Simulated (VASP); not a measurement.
Here is the system:

```yaml
crystal:
  lattice:
    - [2.40417, 0.00000, 0.00000]
    - [0.00000, 2.40417, 0.00000]
    - [0.00000, 0.00000, 2.40417]
  atoms:
    - { symbol: Fe, position: [0.00000, 0.00000, 0.00000], spin: 2.9 }
```

The numbers are results of r2SCAN meta-GGA, VASP's PBE PAW potentials (set 64) (plane waves; VASP), not measurements. Run with 400 eV cut-off, 17×17×17 Γ-centred mesh, tetrahedra with Blöchl corrections, potentials Fe.

Q: Give the spin-up energies of bands 1 to 7 at the high-symmetry points, in eV from the Fermi level.

A: 
| band | Γ | X | M | R |
|---|---|---|---|---|
| 1 | -8.04 | -4.52 | -5.45 | -4.58 |
| 2 | -4.53 | -4.07 | -3.62 | -4.58 |
| 3 | -4.53 | -2.64 | -2.42 | -4.58 |
| 4 | -1.53 | -2.64 | -2.42 | -0.04 |
| 5 | -1.53 | -1.43 | -0.10 | -0.04 |
| 6 | -1.53 | -1.24 | 4.84 | 11.40 |
| 7 | 18.67 | 3.50 | 4.84 | 11.40 |

Q: Give the spin-down energies of bands 1 to 7 at the high-symmetry points, in eV from the Fermi level.

A: 
| band | Γ | X | M | R |
|---|---|---|---|---|
| 1 | -8.20 | -3.07 | -2.61 | -0.92 |
| 2 | -2.19 | -1.61 | -1.19 | -0.92 |
| 3 | -2.19 | -1.56 | 2.33 | -0.92 |
| 4 | 3.46 | 2.01 | 2.33 | 3.24 |
| 5 | 3.46 | 2.01 | 3.17 | 3.24 |
| 6 | 3.46 | 3.58 | 5.25 | 12.25 |
| 7 | 20.21 | 5.92 | 5.25 | 12.46 |

It has no gap at this level: it comes out as a metal or semimetal.

The structure was generated: Fe was put into the simple-cubic type (Pm-3m), which need not be its known phase. It was relaxed first.
